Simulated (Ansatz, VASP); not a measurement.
**InPt3C: VASP beside Ansatz**

```
In Pt C
1.0
     4.25859    0.00000    0.00000
     0.00000    4.25859    0.00000
     0.00000    0.00000    4.25859
In Pt C
1 3 1
Direct
  0.00000 0.00000 0.00000
  0.50000 0.00000 0.50000
  0.50000 0.50000 0.00000
  0.00000 0.50000 0.50000
  0.50000 0.50000 0.50000
```

The cell comes from a database or a generator and needn't be the stable form of this composition.

Alike in both runs: task single point; functional LDA; k mesh 6 × 6 × 6; occupations fermi-dirac, width 0.05 eV; no spin polarisation.

```csv
,VASP,Ansatz
version,VASP 6.6.1,Ansatz 0.2.0
potentials or method,"VASP PAW LDA potentials, release 64 (In_d, Pt, C)","plane waves, PAW"
plane-wave cutoff (eV),520,500
valence electrons in the cell,47,71
```

|  | VASP | Ansatz | Ansatz less VASP |
| --- | --- | --- | --- |
| pressure (GPa) | -11.9 | -12.5 | -0.59 |

The two sets of potentials don't hold the same shells in valence.

Spin-orbit coupling is left out, which matters for the levels of Pt.
